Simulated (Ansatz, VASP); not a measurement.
# TiAl in two plane-wave programs, part 2 of 2

Aim: how closely do two programs agree when they are given the same cell, functional and k mesh? Of the first pair: The structure shown is the end of the Ansatz relaxation below.

VASP 6.6.1 and Ansatz 0.2.0.

So far: Set-up; Ansatz: relaxation, PBEsol; VASP: single point, PBEsol; Comparison; VASP: relaxation of cell and atoms, PBEsol.

## Step 6: Ansatz: relaxation of cell and atoms, PBEsol

Level of this step: Ansatz beside VASP: Kohn-Sham DFT, plane waves, PBEsol (Ansatz).

The same cell, functional, mesh and smearing now go to Ansatz, which takes its cutoff from its data sets.

The cell is taken from a series of runs on this material, whose earlier steps may have relaxed, scaled, displaced or heated it; both programs get it as it stands.

input.yaml reads:

```yaml
crystal:
  lattice:
    - [2.8486086743, 0.0, 0.0]
    - [-1.4243043371, 2.4669674774, 0.0]
    - [0.0, 0.0, 4.6156283794]
  atoms:
    - { symbol: Ti, position: [0.0, 0.0, 0.0] }
    - { symbol: Al, position: [0.3333333333, 0.6666666667, 0.5] }
kpoints:
  mp_grid: { grid: [18, 18, 8] }
hamiltonian:
  xc: pbesol
scf:
  occupations: { method: methfessel_paxton, width: 0.15 }
output:
  forces: true
  stress: true
  eigenvalues: true
relax:
  adjacent_minimum: "off"
  f_tol: 0.001
  max_steps: 60
  cell: { stress_tol: 0.01 }
```

Started as:

```
ansatz run input.yaml --threads 4 --pin off --max-ram 7168MiB --backend cpu --events-out ev --progress --plain --runs-dir out
```

Numbers of over 12 decimals in the logs are rounded to 6 here.

Log:

```text
[...]
Crystal: 2 atoms, lattice volume = 32.436 Å³
Basis set: ecut = 420 eV, 615 PW (Γ), exchange–correlation on 40×40×64 points (8 copies of the dense FFT grid, shifted against one another)
Bands: 12, of which v1, the nominal top of the filled ones, is band 8 counted from 1 (7 counted from 0)
Symmetry: 12 space group operations
[...]
k-points: 185 of 2592 (time reversal used)
[...]
k-point 184: bands = [... 4 lower, 8.6391, 8.7327, 10.0236, 10.0806, 10.7110, 11.9878, 14.0986, 15.3758]
--- Relaxed structure (3 steps of the walk, 3 accepted, 1 SCFs on fresh bases) ---
[...]
cell:  # Å, volume = 32.4215 Å³
    - [2.846335, -2.884457958638885e-11, 0]
    - [-1.423168, 2.464999, 0]
    - [0, 0.0, 4.620940]
  atoms:
    - { symbol: Ti, position: [0, -3.700743415524894e-17, 0] }
    - { symbol: Al, position: [0.333333, 0.666667, 0.500000] }
[key lines of the parts left out:]
SCF converged after 6 iterations
Free energy (F): -2998.949204 eV
Fermi energy:    10.703161 eV
P = ⅓ Tr σ = 0.0064 GPa (0.064 kbar)
```

## Step 7: Comparison

What differs besides the data sets and the points named for the pairs above, as far as they apply: Ansatz adds a Pulay correction to the stress that steers its cell, VASP none. Total energies have different zeros and are not compared.

Compared:

```
                                         quantity  Ansatz   VASP  difference
                                      volume (Å³)   32.42  32.40     +0.06 %
edge a after relaxation, in the typed setting (Å)   2.846  2.845     +0.05 %
edge c after relaxation, in the typed setting (Å)   4.621  4.622     -0.03 %
```

## Step 8: VASP: zone-centre phonons, PBEsol

Second derivatives magnify differences that forces hide, and they need a tight electronic threshold.

INCAR reads:

```
SYSTEM = TiAl
PREC = Accurate
ENCUT = 500
EDIFF = 1E-08
NELM = 120
ISMEAR = 1
SIGMA = 0.15
LREAL = .FALSE.
ALGO = Normal
GGA = PS
NBANDS = 13
LASPH = .TRUE.
LORBIT = 11
LWAVE = .FALSE.
LCHARG = .FALSE.
ISIF = 2
IBRION = 8
GGA_COMPAT = .FALSE.
KPAR = 2
```

POSCAR reads:

```
TiAl
1.0
    2.8463351420      0.0000000000      0.0000000000
   -1.4231675710      2.4649985407      0.0000000000
    0.0000000000      0.0000000000      4.6209397166
Ti Al
1 1
Direct
    0.0000000000      0.0000000000      0.0000000000
    0.3333333333      0.6666666667      0.5000000000
```

KPOINTS reads:

```
Automatic mesh
0
Gamma
18 18 8
0 0 0
```

PAW data sets: Ti_sv and Al (PBE family, release 64).

Started as:

```
mpirun -np 2 vasp_std
```

Log:

```text
[... set-up lines as in an earlier step ...]
 entering main loop
       N       E                     dE             d eps       ncg     rms          rms(c)
DAV:   1     0.958155542086E+02    0.95816E+02   -0.70953E+03  4820   0.113E+03
DAV:   2    -0.868636943525E+01   -0.10450E+03   -0.10074E+03  5020   0.306E+02
DAV:   3    -0.143398176176E+02   -0.56534E+01   -0.54962E+01  7139   0.692E+01
DAV:   4    -0.145307784044E+02   -0.19096E+00   -0.19038E+00  5688   0.111E+01
[...]
DAV:  15    -0.129330825750E+02    0.15798E-06   -0.13072E-07  5320   0.384E-03    0.174E-03
DAV:  16    -0.129330825945E+02   -0.19493E-07   -0.14174E-08  5084   0.141E-03    0.192E-04
DAV:  17    -0.129330825972E+02   -0.27133E-08   -0.13065E-09  2680   0.362E-04
   1 F= -.12933083E+02 E0= -.12932523E+02  d E =-.167814E-02
 Linear response reoptimize wavefunctions to high precision
DAV:   1    -0.129330825978E+02   -0.57662E-09   -0.40131E-10  2894   0.189E-04
DAV:   2    -0.129330825978E+02   -0.11369E-10   -0.10043E-10  2615   0.926E-05
 Linear response DOF=           4
 Linear response progress:
[...]
RMM:   9    -0.295598990510E-02   -0.22054E-07   -0.74957E-09 52079   0.180E-04    0.141E-05
RMM:  10    -0.295601876561E-02   -0.28861E-07    0.12957E-09 51857   0.927E-05    0.278E-06
RMM:  11    -0.295601333851E-02    0.54271E-08   -0.20430E-09 52160   0.459E-05    0.243E-06
 first order change of Fermi-energy  -0.50546E-04
 force on displaced ion       2 direction 1 :  -2.105  -0.000   0.000
 Linear response progress:
  Degree of freedom:   4/  4
       N       E                     dE             d eps       ncg     rms          rms(c)
RMM:   1    -0.151879464001E-01   -0.15188E-01    0.20861E-02 12497   0.178E+00
RMM:   2    -0.128549443193E-01    0.23330E-02   -0.24887E-03 13557   0.327E-01    0.731E-02
RMM:   3    -0.126896903582E-01    0.16525E-03   -0.95162E-04 13601   0.170E-01    0.306E-02
RMM:   4    -0.128040357920E-01   -0.11435E-03   -0.23443E-04 14334   0.899E-02    0.130E-02
[...]
RMM:  12    -0.128443147511E-01   -0.12255E-06    0.13277E-09 15597   0.203E-04    0.271E-05
RMM:  13    -0.128443649324E-01   -0.50181E-07   -0.51285E-10 15506   0.106E-04    0.845E-06
RMM:  14    -0.128443650287E-01   -0.96243E-10   -0.15041E-09 17300   0.491E-05    0.527E-06
 first order change of Fermi-energy   0.14546E-02
 force on displaced ion       2 direction 3 :  -0.000   0.000  -7.463
 Linear response finished
```

From OUTCAR (step 8):

```text
  Total       -0.0131775     -0.0131775      0.0106470      0.0000000      0.0000000     -0.0000000
  in kB       -0.6511943     -0.6511943      0.5261430      0.0000000      0.0000000     -0.0000000
  external PRESSURE =      -0.2587485 kB  Pullay stress =       0.0000000 kB

 POSITION                                       TOTAL-FORCE (eV/Angst)
 -----------------------------------------------------------------------------------
      0.00000      0.00000      0.00000        -0.000000      0.000000      0.000000
     -0.00000      1.64333      2.31047         0.000000     -0.000000      0.000000
 -----------------------------------------------------------------------------------
    total drift:                                0.000000     -0.000000      0.000000

[... 1 part as in an earlier step ...]

[... 1 further part left out ...]
```

## Step 9: Ansatz: zone-centre phonons, PBEsol

The same cell, functional, mesh and smearing now go to Ansatz, which takes its cutoff from its data sets.

The cell is taken from a series of runs on this material, whose earlier steps may have relaxed, scaled, displaced or heated it; both programs get it as it stands.

input.yaml, the sections that differ from step 6:

```yaml
crystal:
  lattice:
    - [2.846335142, 0.0, 0.0]
    - [-1.423167571, 2.4649985407, 0.0]
    - [0.0, 0.0, 4.6209397166]
  atoms:
    - { symbol: Ti, position: [0.0, 0.0, 0.0] }
    - { symbol: Al, position: [0.3333333333, 0.6666666667, 0.5] }
output:
  eigenvalues: true
phonons:
  method: dfpt
# kpoints, hamiltonian, scf: as in step 6
# relax: removed
```

Started as:

```
ansatz run input.yaml --threads 4 --pin off --max-ram 7168MiB --backend cpu --events-out ev --progress --plain --runs-dir out
```

Log:

```text
zone centre: on kpoints.mp_grid the ground state, and the responses unless they are solved on pairs of k-points, stand on 455 of the mesh's 2592 k-points, reduced under 4 symmetry operations, with k and −k counted as one. Each operation leaves every solved displacement unchanged or reverses it
[...]
Crystal: 2 atoms, lattice volume = 32.421 Å³
[...]
k mesh reduced under 4 symmetry operations, with k and −k counted as one. Each operation leaves every solved displacement unchanged or reverses it
  ASR residual: 3.838e-5 → 0.000e0 eV/Å²; symmetrization residual: 5.135e-6 eV/Å²
  ASR residual per site (eV/Å²): 1.42e-5 3.84e-5
  Γ frequencies (cm⁻¹): 0.00 0.00 0.00 182.11 182.11 342.39
  non-analytic LO–TO correction: not included (Born effective charges unavailable; polar crystals: no LO–TO splitting at Γ)
[key lines of the parts left out:]
SCF converged after 8 iterations
Free energy (F): -2998.949204 eV
Fermi energy:    10.703161 eV
```

## Step 10: Differences

Compared:

```
                  quantity  Ansatz   VASP  difference
optical mode 1 to 2 (cm⁻¹)   182.1  182.2     -0.04 %
     optical mode 3 (cm⁻¹)   342.4  343.0     -0.19 %
```

Modes are paired by rising frequency, not by their patterns, so a pair may set unlike modes beside each other; they are those without the splitting of longitudinal modes.

## Step 11: Summary of results

```
difference in pressure (single point, PBEsol)                                                                        : 0.016 GPa
difference in volume (relaxation of cell and atoms, PBEsol)                                                          : 0.060 %
r.m.s. difference of the optical zone-centre modes, each program's sorted by frequency (zone-centre phonons, PBEsol) : 0.38 cm⁻¹
```

**Reading.** The difference in volume is 0.060 % (relaxation of cell and atoms, PBEsol), within the 1.2 % picked in this series as the mark of a large difference, as far as the stopping tolerances let one tell. 2 further runs of this series are not shown here. How closely two codes agree says nothing of how well the functional describes the real material.

[Lines on the potential files, build, host, timing and source positions are cut from VASP's logs without a mark.]

[Logs are printed without paths, hosts, clocks, repeated set-up lines and the standing remarks that a program may print on its own settings, such as how far it seeks lower states.]

[Hosts, paths, dates, database ids (printed as entryN), source tags and the programs' standing remarks are cut or masked in the printed files.]
